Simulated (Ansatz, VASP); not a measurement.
# GaP in two plane-wave programs, part 2 of 2

Aim: how closely do two programs agree when they are given the same cell, functional and k mesh? The structure shown is the end of the Ansatz relaxation below.

VASP 6.6.1 and Ansatz 0.2.0.

So far: The structure; Ansatz: relaxation, RPBE; VASP: single point, RPBE, pair 1.

## 3. VASP: single point, RPBE, pair 1 (continued)

Level of this step: RPBE; plane waves and PAW (Ga_d, P) (VASP).

Numbers of over 12 decimals in the logs are rounded to 6 here.

OUTCAR, selected parts (step 3):

```text
ion  position               nearest neighbor table
   1  0.000  0.000  0.000-   2 2.36   2 2.36   2 2.36   2 2.36
   2  0.250  0.250  0.250-   1 2.36   1 2.36   1 2.36   1 2.36

  LATTYP: Found a face centered cubic cell.
 ALAT       =     5.4431225630

 Subroutine GETGRP returns: Found 24 space group operations
 (whereof 24 operations were pure point group operations)

The static configuration has the point symmetry T_d .

 Found     29 irreducible k-points:

   k-points           NKPTS =     29   k-points in BZ     NKDIM =     29   number of bands    NBANDS=     15

   dimension x,y,z NGX =    28 NGY =   28 NGZ =   28
   dimension x,y,z NGXF=    56 NGYF=   56 NGZF=   56

   ENCUT  =  500.0 eV  36.75 Ry    6.06 a.u.   7.02  7.02  7.02*2*pi/ulx,y,z

   NELECT =      18.0000    total number of electrons

 k-points in reciprocal lattice and weights: Automatic mesh
   0.00000000  0.00000000  0.00000000       0.002
   0.12500000  0.00000000  0.00000000       0.016
   0.25000000  0.00000000  0.00000000       0.016
   0.37500000  0.00000000  0.00000000       0.016
   0.50000000  0.00000000  0.00000000       0.008
   0.12500000  0.12500000  0.00000000       0.012
   0.25000000  0.12500000  0.00000000       0.047
   0.37500000  0.12500000  0.00000000       0.047
   0.50000000  0.12500000  0.00000000       0.047
[...]
-0.37500000  0.50000000  0.12500000       0.023
  -0.25000000  0.50000000  0.25000000       0.012

 average (electrostatic) potential at core
       1 -65.4205       2 -83.3810

 E-fermi :   5.6462

 k-point     1 :       0.0000    0.0000    0.0000
  band No.  band energies     occupation
    ...
      5      -9.6602      2.00000
      6      -7.7067      2.00000
      7       4.7856      2.00000
      8       4.7856      2.00000
      9       4.7856      2.00000
     10       6.7785      0.00000
     11       8.7026      0.00000
     12       8.7026      0.00000
     13       8.7026      0.00000
     14      13.8334      0.00000
    ...

 k-point     2 :       0.1250    0.0000    0.0000
  band No.  band energies     occupation
    ...
      5      -9.6602      2.00000
      6      -7.5036      2.00000
      7       3.1850      2.00000
      8       4.5562      2.00000
      9       4.5562      2.00000
     10       7.3540      0.00000
     11       9.0529      0.00000
     12       9.0529      0.00000
     13       9.3327      0.00000
     14      13.9442      0.00000
    ...

 k-point     3 :       0.2500    0.0000    0.0000
  band No.  band energies     occupation
    ...
      5      -9.6589      2.00000
      6      -6.9288      2.00000
      7       0.9383      2.00000
      8       4.1234      2.00000
      9       4.1234      2.00000
     10       7.0471      0.00000
     11       9.5607      0.00000
     12       9.5607      0.00000
     13      11.2626      0.00000
     14      13.7762      0.00000
    ...

  Total        1.2090730      1.2090730      1.2090730      0.0000000      0.0000000     -0.0000000
  in kB       48.0483804     48.0483804     48.0483804      0.0000000      0.0000000     -0.0000000
  external PRESSURE =      48.0483804 kB  Pullay stress =       0.0000000 kB

  energy-cutoff  :      500.00
  volume of cell :       40.32
      direct lattice vectors                 reciprocal lattice vectors
     0.000000000  2.721561282  2.721561282    -0.183718075  0.183718075  0.183718075
     2.721561282  0.000000000  2.721561282     0.183718075 -0.183718075  0.183718075
     2.721561282  2.721561282  0.000000000     0.183718075  0.183718075 -0.183718075

 POSITION                                       TOTAL-FORCE (eV/Angst)
 -----------------------------------------------------------------------------------
      0.00000      0.00000      0.00000        -0.000000      0.000000      0.000000
      1.36078      1.36078      1.36078         0.000000     -0.000000     -0.000000
 -----------------------------------------------------------------------------------
    total drift:                                0.000001      0.000001      0.000001

  FREE ENERGIE OF THE ION-ELECTRON SYSTEM (eV)
  ---------------------------------------------------
  free  energy   TOTEN  =        -8.4241608521 eV

  energy  without entropy=       -8.4241608521  energy(sigma->0) =       -8.42416085

 total charge
# of ion       s       p       d       tot
------------------------------------------
    1        0.859   0.859  10.014  11.731
    2        1.021   1.538   0.000   2.559
--------------------------------------------------
tot          1.879   2.397  10.014  14.290

[... 3 further parts left out ...]
```

The gap is read on the k-mesh alone, so it is an upper bound where the band edges lie off the mesh.

## 4. Side by side

Known differences besides the potentials themselves: fixed occupations in Ansatz, narrow Gaussian smearing in VASP; the cutoff is 420 eV in Ansatz and 500 eV in VASP; Ansatz makes its cores anew for this functional, VASP keeps those of its PBE data sets; Ansatz's pressure holds a Pulay correction, VASP's none. Total energies have different zeros and are not compared.

Both answers:

```tsv
quantity	Ansatz	VASP	difference
pressure (GPa)	5.00	4.80	+0.19
gap on the k mesh (eV)	1.726	1.721	+0.005
```

A gap on the mesh is an upper bound, since the band edges may lie between its points.

## 5. Ansatz: relaxation, RPBE

This run makes the geometry at which the two programs are then compared. The cell compared in this pair holds 35.60 Å³, against 40.32 Å³ for the pair before.

The structure compared here is the end of the Ansatz relaxation.

input.yaml

```yaml
crystal:
  lattice:
    - [0.0, 2.77749101, 2.77749101]
    - [2.77749101, 0.0, 2.77749101]
    - [2.77749101, 2.77749101, 0.0]
  atoms:
    - { symbol: Ga, position: [0.0, 0.0, 0.0] }
    - { symbol: P, position: [0.25, 0.25, 0.25] }
kpoints:
  mp_grid: { grid: [8, 8, 8] }
hamiltonian:
  xc: rpbe
scf:
  occupations: { method: fixed }
output:
  forces: true
  stress: true
  eigenvalues: true
relax:
  adjacent_minimum: "off"
  f_tol: 0.001
  max_steps: 60
  cell: { stress_tol: 0.05, p_target: 20.0 }
```

Launch:

```bash
$ ansatz run input.yaml --threads 4 --pin off --max-ram 8192MiB --backend cpu --events-out ev --progress --plain --runs-dir out
```

Log:

```text
[...]
Crystal: 2 atoms, lattice volume = 42.854 Å³
Basis set: ecut = 420 eV, 869 PW (Γ), exchange–correlation on 54×54×54 points (8 copies of the dense FFT grid, shifted against one another)
Bands: 13, of which v1, the nominal top of the filled ones, is band 9 counted from 1 (8 counted from 0)
Symmetry: 24 space group operations
[...]
k-points: 29 of 512 (time reversal used)
[...]
k-point 28: bands = [... 5 lower, -0.8536, 1.8112, 4.7149, 4.8535, 13.6937, 14.3607, 15.0884, 15.4307]
--- Relaxed structure (5 steps of the walk, 5 accepted, 1 SCFs on fresh bases) ---
[...]
cell:  # Å, volume = 35.5993 Å³
    - [0, 2.610982, 2.610982]
    - [2.610982, 0, 2.610982]
    - [2.610982, 2.610982, 0]
  atoms:
    - { symbol: Ga, position: [0, 0, 0] }
    - { symbol: P, position: [0.25, 0.25, 0.25] }
[key lines of the parts left out:]
SCF converged after 6 iterations
Free energy (F): -4548.020588 eV
Fermi energy:    8.923685 eV
P = ⅓ Tr σ = 19.9815 GPa (199.815 kbar)
```

Between step 4 and this run (cell volume -11.7 %) the value for the gap on the k-mesh moves from 1.73 to 1.44.

## 6. VASP: single point, RPBE, pair 2

The same cell, functional and mesh now go to VASP, with its own data sets.

INCAR

```
SYSTEM = GaP
PREC = Accurate
ENCUT = 500
EDIFF = 1E-06
NELM = 120
ISMEAR = 0
SIGMA = 0.01
LREAL = .FALSE.
ALGO = Normal
GGA = RP
NBANDS = 15
LORBIT = 11
LWAVE = .FALSE.
LCHARG = .FALSE.
ISIF = 2
LASPH = .TRUE.
GGA_COMPAT = .FALSE.
EFERMI = MIDGAP
```

POSCAR

```
GaP
1.0
    0.0000000000      2.6109816527      2.6109816527
    2.6109816527      0.0000000000      2.6109816527
    2.6109816527      2.6109816527      0.0000000000
Ga P
1 1
Direct
    0.0000000000      0.0000000000      0.0000000000
    0.2500000000      0.2500000000      0.2500000000
```

KPOINTS

```
Automatic mesh
0
Gamma
8 8 8
0 0 0
```

The projector-augmented-wave data sets are Ga_d and P (PBE family, release 64).

Launch:

```bash
$ mpirun -np 1 vasp_std
```

Log:

```text
[banner, memory and clock lines left out]
running    1 mpi-ranks, on    1 nodes
[...]
[... a notice as in an earlier step ...]

 LDA part: xc-table for (Slater+PW92), standard interpolation
 POSCAR, INCAR and KPOINTS ok, starting setup
[...]
entering main loop
       N       E                     dE             d eps       ncg     rms          rms(c)
DAV:   1     0.828219409911E+02    0.82822E+02   -0.90803E+03   886   0.176E+03
DAV:   2    -0.231597539904E+01   -0.85138E+02   -0.81199E+02   968   0.323E+02
DAV:   3    -0.826801524840E+01   -0.59520E+01   -0.59313E+01  1143   0.679E+01
DAV:   4    -0.835972666363E+01   -0.91711E-01   -0.91691E-01  1013   0.900E+00
[...]
DAV:  10    -0.808402457173E+01   -0.97331E-04   -0.14433E-04  1205   0.170E-01    0.391E-02
DAV:  11    -0.808416790175E+01   -0.14333E-03   -0.26794E-04   975   0.113E-01    0.580E-03
DAV:  12    -0.808416828643E+01   -0.38468E-06   -0.47714E-06  1067   0.280E-02
   1 F= -.80841683E+01 E0= -.80841683E+01  d E =0.000000E+00
```

OUTCAR, selected parts (step 6):

```text
  Total        4.3606236      4.3606236      4.3606236      0.0000000      0.0000000      0.0000000
  in kB      196.2536449    196.2536449    196.2536449      0.0000000      0.0000000      0.0000000
  external PRESSURE =     196.2536449 kB  Pullay stress =       0.0000000 kB

 POSITION                                       TOTAL-FORCE (eV/Angst)
 -----------------------------------------------------------------------------------
      0.00000      0.00000      0.00000         0.000000      0.000000      0.000000
      1.30549      1.30549      1.30549        -0.000000     -0.000000      0.000000
 -----------------------------------------------------------------------------------
    total drift:                                0.000001      0.000001      0.000001

  FREE ENERGIE OF THE ION-ELECTRON SYSTEM (eV)
  ---------------------------------------------------
  free  energy   TOTEN  =        -8.0841682864 eV

  energy  without entropy=       -8.0841682864  energy(sigma->0) =       -8.08416829

[... 1 part as in an earlier step ...]

[... 2 further parts left out ...]
[key lines of the parts left out:]
E-fermi :   6.8685
```

The run ends at a pressure of 19.63 GPa.

## 7. Differences

Both answers:

```tsv
quantity	Ansatz	VASP	difference
pressure (GPa)	19.98	19.63	+0.36
gap on the k mesh (eV)	1.437	1.433	+0.003
```

A gap on the mesh is an upper bound, since the band edges may lie between its points.

## 8. Outcome

| Item | Value |
| --- | --- |
| difference in gap on the k mesh (single point, RPBE, pair 1) | 0.0052 eV |
| difference in gap on the k mesh (single point, RPBE, pair 2) | 0.0031 eV |

The difference in gap on the k mesh is 0.0052 eV (single point, RPBE, pair 1), within the 0.08 eV picked in this series as the mark of a large difference. How closely two codes agree says nothing of how well the functional describes the real material.

[Lines on the potential files, build, host, timing and source positions are cut from VASP's logs without a mark.]

[Logs are printed without paths, hosts, clocks, repeated set-up lines and the standing remarks that a program may print on its own settings, such as how far it seeks lower states.]

[Hosts, paths, dates, database ids (printed as entryN), source tags and the programs' standing remarks are cut or masked in the printed files.]
